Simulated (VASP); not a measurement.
## WS2 (Tungstenite): input slips in a phonon run and what they do

Some phonon runs on WS2 (Tungstenite) get a fault in the input on purpose. Which of them show, and how? The starting structure is a measured crystal structure from the Crystallography Open Database.

Program: VASP 6.6.1. Level of theory: Kohn-Sham DFT with plane waves and PAW; LDA. Results are calculated unless marked as measured.

## (1) Starting point

It takes space group P6_3/mmc (No. 194, hexagonal). The conventional cell has a = 3.153 Å, b = 3.153 Å, c = 12.323 Å, α = 90.00°, β = 90.00°, γ = 120.00°. Nearest to W lie 6 S at 2.40 Å. Nearest to S lie 3 W at 2.40 Å. Farther neighbours and most contacts between anions are not listed.

As a file:

```xyz
6
Lattice="3.1532 0.0000 0.0000 -1.5766 2.7308 0.0000 0.0000 0.0000 12.3230" Properties=species:S:1:pos:R:3 pbc="T T T"
W     1.5766    0.9103    9.2423
W     0.0000    1.8205    3.0808
S     1.5766    0.9103    4.6519
S     0.0000    1.8205   10.8134
S     1.5766    0.9103    1.5096
S     0.0000    1.8205    7.6711
```

## (2) Reference modes

The cell comes from a relaxation at this level, not shown (102.73 Å³).

File INCAR:

```
SYSTEM = WS2
PREC = Accurate
ENCUT = 450
EDIFF = 1E-08
NELM = 100
ISMEAR = 0
SIGMA = 0.03
LREAL = .FALSE.
ALGO = Normal
GGA = CA
NBANDS = 24
LORBIT = 11
LWAVE = .FALSE.
LCHARG = .FALSE.
KPAR = 4
IBRION = 8
LEPSILON = .TRUE.
ISIF = 2
```

File POSCAR:

```
WS2
1.0
    3.1248429331      0.0000000000      0.0000000000
   -1.5624214666      2.7061933629      0.0000000000
    0.0000000000      0.0000000000     12.1479040869
W S
2 4
Direct
    0.6666666667      0.3333333333      0.7500000000
    0.3333333333      0.6666666667      0.2500000000
    0.6666666667      0.3333333333      0.3786453902
    0.3333333333      0.6666666667      0.8786453902
    0.6666666667      0.3333333333      0.1213546098
    0.3333333333      0.6666666667      0.6213546098
```

File KPOINTS:

```
Automatic mesh
0
Gamma
8 8 2
0 0 0
```

PAW data sets: W and S (LDA family, release 64).

Command:

```
$ mpirun -np 4 vasp_std
```

Log:

```text
[banner, memory and clock lines left out]
running    4 mpi-ranks, on    1 nodes
 distrk:  each k-point on    1 cores,    4 groups
 distr:  one band on    1 cores,    1 groups

 POSCAR found type information on POSCAR W S
 POSCAR found :  2 types and       6 ions
 LDA part: xc-table for (Slater(with rela. corr.)+CA(PZ))
 , standard interpolation
 POSCAR, INCAR and KPOINTS ok, starting setup
 FFT: planning ... GRIDC
 FFT: planning ... GRID_SOFT
 FFT: planning ... GRID
 WAVECAR not read
 entering main loop
       N       E                     dE             d eps       ncg     rms          rms(c)
DAV:   1     0.161450384960E+03    0.16145E+03   -0.15181E+04   960   0.119E+03
DAV:   2    -0.432697280056E+02   -0.20472E+03   -0.19681E+03  1288   0.253E+02
DAV:   3    -0.551507984219E+02   -0.11881E+02   -0.11799E+02  1288   0.615E+01
DAV:   4    -0.553828137849E+02   -0.23202E+00   -0.23151E+00  1264   0.919E+00
DAV:   5    -0.553887999454E+02   -0.59862E-02   -0.59833E-02  1296   0.135E+00    0.418E+01
DAV:   6    -0.531342677972E+02    0.22545E+01   -0.93951E+00  1344   0.149E+01    0.188E+01
DAV:   7    -0.528371619363E+02    0.29711E+00   -0.33597E+00  1232   0.101E+01    0.857E+00
DAV:   8    -0.526914571891E+02    0.14570E+00   -0.50020E-01  1304   0.437E+00    0.136E+00
DAV:   9    -0.526876209888E+02    0.38362E-02   -0.62868E-02  1312   0.139E+00    0.477E-01
DAV:  10    -0.526857185228E+02    0.19025E-02   -0.14237E-02  1320   0.644E-01    0.297E-01
DAV:  11    -0.526856119410E+02    0.10658E-03   -0.18295E-03  1360   0.251E-01    0.743E-02
DAV:  12    -0.526855552418E+02    0.56699E-04   -0.27456E-04  1336   0.103E-01    0.406E-02
DAV:  13    -0.526855541203E+02    0.11215E-05   -0.32625E-05  1352   0.292E-02    0.724E-03
DAV:  14    -0.526855539653E+02    0.15496E-06   -0.99899E-07  1336   0.557E-03    0.321E-03
DAV:  15    -0.526855539618E+02    0.35370E-08   -0.18561E-07  1304   0.227E-03    0.337E-03
DAV:  16    -0.526855539494E+02    0.12416E-07   -0.20229E-08   864   0.752E-04    0.122E-03
DAV:  17    -0.526855539472E+02    0.21746E-08   -0.10220E-08   840   0.528E-04
   1 F= -.52685554E+02 E0= -.52685554E+02  d E =-.517647E-13
 Linear response reoptimize wavefunctions to high precision
DAV:   1    -0.526855539468E+02    0.42292E-09   -0.34999E-09   952   0.295E-04
DAV:   2    -0.526855539468E+02   -0.46384E-10   -0.40064E-10   712   0.127E-04
 Linear response G [H, r] |phi>, progress :
  Direction:   1
       N       E                     dE             d eps       ncg     rms
RMM:   1    -0.198030468650E+03   -0.19803E+03   -0.23630E+02  2516   0.938E+01
RMM:   2    -0.151278601222E+03    0.46752E+02   -0.21402E+01  1552   0.267E+01
RMM:   3    -0.151694440660E+03   -0.41584E+00   -0.12212E+00  1675   0.405E+00
RMM:   4    -0.151727744652E+03   -0.33304E-01   -0.44319E-02  1694   0.798E-01
RMM:   5    -0.151729177836E+03   -0.14332E-02   -0.43398E-03  1762   0.189E-01
RMM:   6    -0.151729280621E+03   -0.10278E-03   -0.24034E-04  1768   0.443E-02
RMM:   7    -0.151729286651E+03   -0.60299E-05   -0.69770E-05  1854   0.151E-02
RMM:   8    -0.151729286989E+03   -0.33843E-06    0.12270E-04  1893   0.759E-03
RMM:   9    -0.151729287096E+03   -0.10725E-06    0.72740E-05  1934   0.591E-03
RMM:  10    -0.151729287642E+03   -0.54566E-06   -0.26857E-04  1745   0.536E-03
RMM:  11    -0.151729287487E+03    0.15555E-06   -0.13856E-04  1543   0.521E-03
RMM:  12    -0.151729287711E+03   -0.22403E-06   -0.22776E-04  1375   0.515E-03
RMM:  13    -0.151729287717E+03   -0.67745E-08   -0.21453E-04  1344   0.514E-03
 Linear response G [H, r] |phi>, progress :
  Direction:   2
       N       E                     dE             d eps       ncg     rms
RMM:   1    -0.210547925730E+03   -0.21055E+03   -0.44936E+02  2505   0.916E+01
RMM:   2    -0.161843644411E+03    0.48704E+02   -0.19183E+01  1597   0.250E+01
RMM:   3    -0.162299513178E+03   -0.45587E+00   -0.12389E+00  1687   0.377E+00
RMM:   4    -0.162334333725E+03   -0.34821E-01   -0.46694E-02  1694   0.755E-01
RMM:   5    -0.162335716244E+03   -0.13825E-02   -0.48146E-03  1744   0.187E-01
RMM:   6    -0.162335858301E+03   -0.14206E-03   -0.45102E-04  1777   0.480E-02
RMM:   7    -0.162335865785E+03   -0.74841E-05   -0.19348E-04  1840   0.168E-02
RMM:   8    -0.162335865744E+03    0.41693E-07    0.68160E-04  1883   0.857E-03
RMM:   9    -0.162335866911E+03   -0.11669E-05    0.28539E-04  1902   0.668E-03
RMM:  10    -0.162335866150E+03    0.76065E-06    0.31546E-04  1726   0.611E-03
RMM:  11    -0.162335867414E+03   -0.12636E-05    0.16678E-04  1551   0.592E-03
RMM:  12    -0.162335867160E+03    0.25315E-06    0.31108E-04  1390   0.587E-03
RMM:  13    -0.162335867243E+03   -0.83047E-07    0.30399E-04  1346   0.586E-03
 Linear response G [H, r] |phi>, progress :
  Direction:   3
       N       E                     dE             d eps       ncg     rms
RMM:   1    -0.206291185063E+03   -0.20629E+03   -0.25338E+02  2428   0.945E+01
RMM:   2    -0.157876434534E+03    0.48415E+02   -0.22574E+01  1506   0.255E+01
RMM:   3    -0.158542683459E+03   -0.66625E+00   -0.12622E+00  1630   0.411E+00
RMM:   4    -0.158621158461E+03   -0.78475E-01   -0.48573E-02  1680   0.797E-01
RMM:   5    -0.158625338463E+03   -0.41800E-02   -0.50606E-03  1746   0.193E-01
RMM:   6    -0.158626183808E+03   -0.84534E-03   -0.75511E-03  1782   0.501E-02
[...]
RMM:   3    -0.109769091297E+00    0.53658E-03   -0.50539E-04  5452   0.887E-02    0.113E-01
RMM:   4    -0.109611909686E+00    0.15718E-03   -0.42111E-04  5322   0.926E-02    0.144E-02
RMM:   5    -0.109650216083E+00   -0.38306E-04   -0.83783E-06  5833   0.124E-02    0.401E-03
RMM:   6    -0.109662700663E+00   -0.12485E-04   -0.21622E-07  5773   0.304E-03    0.545E-04
RMM:   7    -0.109662056559E+00    0.64410E-06    0.12236E-06  6097   0.704E-04    0.185E-04
RMM:   8    -0.109661448831E+00    0.60773E-06    0.28692E-08  6293   0.286E-04    0.522E-05
RMM:   9    -0.109661305428E+00    0.14340E-06   -0.44749E-08  6367   0.143E-04    0.238E-05
RMM:  10    -0.109661253029E+00    0.52399E-07   -0.15316E-08  6399   0.109E-04    0.622E-06
RMM:  11    -0.109661242912E+00    0.10117E-07   -0.36562E-08  6335   0.967E-05    0.189E-06
RMM:  12    -0.109661247339E+00   -0.44274E-08   -0.83800E-08  6252   0.920E-05    0.762E-07
 first order change of Fermi-energy   0.10397E+00
 force on displaced ion       1 direction 1 : -22.745   0.005   0.000
 Born effective charge ion    1 direction 1 :  -0.730   0.000   0.000
 Linear response progress:
  Degree of freedom:   2/  4
       N       E                     dE             d eps       ncg     rms          rms(c)
RMM:   1    -0.169054636421E+00   -0.16905E+00   -0.17644E-01  2069   0.166E+00
RMM:   2    -0.149019615839E+00    0.20035E-01   -0.72942E-03  1542   0.451E-01    0.199E-01
RMM:   3    -0.148378850120E+00    0.64077E-03   -0.65345E-04  1622   0.124E-01    0.119E-01
RMM:   4    -0.148283970600E+00    0.94880E-04   -0.27440E-04  1552   0.880E-02    0.499E-02
RMM:   5    -0.148411538092E+00   -0.12757E-03    0.23081E-06  1652   0.273E-02    0.147E-02
RMM:   6    -0.148448124219E+00   -0.36586E-04   -0.84793E-07  1640   0.117E-02    0.197E-03
RMM:   7    -0.148453419243E+00   -0.52950E-05    0.24774E-06  1772   0.208E-03    0.155E-03
RMM:   8    -0.148452663731E+00    0.75551E-06   -0.58560E-07  1768   0.525E-04    0.616E-04
RMM:   9    -0.148455692767E+00   -0.30290E-05    0.49569E-07  1771   0.387E-04    0.237E-04
RMM:  10    -0.148455438880E+00    0.25389E-06    0.20243E-07  1871   0.170E-04    0.780E-05
RMM:  11    -0.148455368787E+00    0.70094E-07   -0.43624E-07  1886   0.121E-04    0.583E-06
RMM:  12    -0.148455395713E+00   -0.26927E-07   -0.20335E-07  1941   0.107E-04    0.383E-06
RMM:  13    -0.148455392346E+00    0.33676E-08   -0.68872E-08  1934   0.103E-04    0.250E-06
 first order change of Fermi-energy   0.10723E-03
 force on displaced ion       1 direction 3 :  -0.000  -0.000 -34.067
 Born effective charge ion    1 direction 3 :   0.000  -0.000  -0.574
 Linear response progress:
  Degree of freedom:   3/  4
       N       E                     dE             d eps       ncg     rms          rms(c)
RMM:   1    -0.925376701415E-01   -0.92538E-01    0.28688E-03  7515   0.170E+00
RMM:   2    -0.910082365844E-01    0.15294E-02   -0.26226E-03  5326   0.280E-01    0.129E-01
RMM:   3    -0.912263764950E-01   -0.21814E-03   -0.20255E-04  5886   0.581E-02    0.758E-02
RMM:   4    -0.915712281093E-01   -0.34485E-03   -0.11676E-04  5675   0.445E-02    0.115E-02
RMM:   5    -0.914705709460E-01    0.10066E-03   -0.95969E-06  5986   0.127E-02    0.490E-03
RMM:   6    -0.914639905837E-01    0.65804E-05   -0.19082E-06  6231   0.267E-03    0.201E-03
RMM:   7    -0.914792548481E-01   -0.15264E-04   -0.16695E-06  5887   0.154E-03    0.489E-04
RMM:   8    -0.914783030647E-01    0.95178E-06    0.12088E-06  6269   0.455E-04    0.127E-04
RMM:   9    -0.914780469181E-01    0.25615E-06   -0.16215E-07  6508   0.193E-04    0.697E-05
RMM:  10    -0.914775711088E-01    0.47581E-06    0.16069E-07  6306   0.142E-04    0.100E-05
RMM:  11    -0.914776333824E-01   -0.62274E-07   -0.40129E-07  6619   0.113E-04    0.813E-06
RMM:  12    -0.914776795567E-01   -0.46174E-07   -0.39288E-08  6506   0.104E-04    0.242E-06
RMM:  13    -0.914776922517E-01   -0.12695E-07   -0.10558E-07  6018   0.101E-04    0.866E-07
RMM:  14    -0.914776757811E-01    0.16471E-07   -0.92248E-08  4770   0.997E-05    0.245E-07
RMM:  15    -0.914776583555E-01    0.17426E-07   -0.97546E-08  4404   0.996E-05    0.142E-07
RMM:  16    -0.914776969581E-01   -0.38603E-07   -0.95883E-08  4292   0.995E-05    0.839E-08
 first order change of Fermi-energy  -0.58806E-01
 force on displaced ion       3 direction 1 : -11.029  -0.001   0.001
 Born effective charge ion    3 direction 1 :   0.363   0.001   0.000
 Linear response progress:
  Degree of freedom:   4/  4
       N       E                     dE             d eps       ncg     rms          rms(c)
RMM:   1    -0.154872016379E+00   -0.15487E+00    0.73996E-03  2215   0.182E+00
RMM:   2    -0.148897514980E+00    0.59745E-02   -0.39765E-03  1575   0.350E-01    0.360E-01
RMM:   3    -0.148810492706E+00    0.87022E-04   -0.42482E-04  1651   0.104E-01    0.257E-01
RMM:   4    -0.148982078672E+00   -0.17159E-03   -0.30247E-04  1654   0.604E-02    0.352E-02
RMM:   5    -0.148989582735E+00   -0.75041E-05   -0.13791E-05  1657   0.307E-02    0.122E-02
RMM:   6    -0.148979218120E+00    0.10365E-04   -0.30887E-06  1743   0.970E-03    0.340E-03
RMM:   7    -0.148980619233E+00   -0.14011E-05   -0.12814E-06  1801   0.240E-03    0.207E-03
RMM:   8    -0.148985701272E+00   -0.50820E-05   -0.19914E-06  1831   0.137E-03    0.692E-04
RMM:   9    -0.148986847858E+00   -0.11466E-05    0.16664E-07  1843   0.588E-04    0.312E-04
RMM:  10    -0.148986959250E+00   -0.11139E-06   -0.68362E-07  1910   0.338E-04    0.186E-04
RMM:  11    -0.148986869172E+00    0.90078E-07   -0.62500E-07  1910   0.239E-04    0.872E-05
RMM:  12    -0.148986953602E+00   -0.84429E-07   -0.29614E-07  1961   0.210E-04    0.271E-05
RMM:  13    -0.148987019489E+00   -0.65887E-07   -0.37427E-08  1974   0.177E-04    0.665E-06
RMM:  14    -0.148987049574E+00   -0.30085E-07    0.21876E-07  2014   0.166E-04    0.240E-06
RMM:  15    -0.148987020099E+00    0.29475E-07    0.18150E-07  2000   0.161E-04    0.884E-07
RMM:  16    -0.148987028929E+00   -0.88298E-08    0.24404E-07  1677   0.160E-04    0.234E-07
RMM:  17    -0.148986987901E+00    0.41028E-07    0.17717E-07  1412   0.160E-04    0.157E-07
RMM:  18    -0.148987032956E+00   -0.45055E-07    0.22875E-07  1358   0.160E-04    0.652E-08
 first order change of Fermi-energy  -0.90221E+00
 force on displaced ion       3 direction 3 :   0.000  -0.000 -19.297
 Born effective charge ion    3 direction 3 :   0.000   0.000   0.281
 Born effective charges drift removed
 Linear response finished
```

It took 2 min on 4 MPI ranks of Intel Xeon 6975P-C (Granite Rapids), shared host; peak memory 1.9 GiB.

Lines that name or quote the potential files are left out of all logs, and their timing lines are given in words.

[end of part 1 of 3]

[Lines on the potential files, build, host, timing and source positions are cut from VASP's logs without a mark.]

[Logs are printed without paths, hosts, clocks, repeated set-up lines and the standing remarks that a program may print on its own settings, such as how far it seeks lower states.]

[Hosts, paths, dates, database ids (printed as entryN), source tags and the programs' standing remarks are cut or masked in the printed files.]
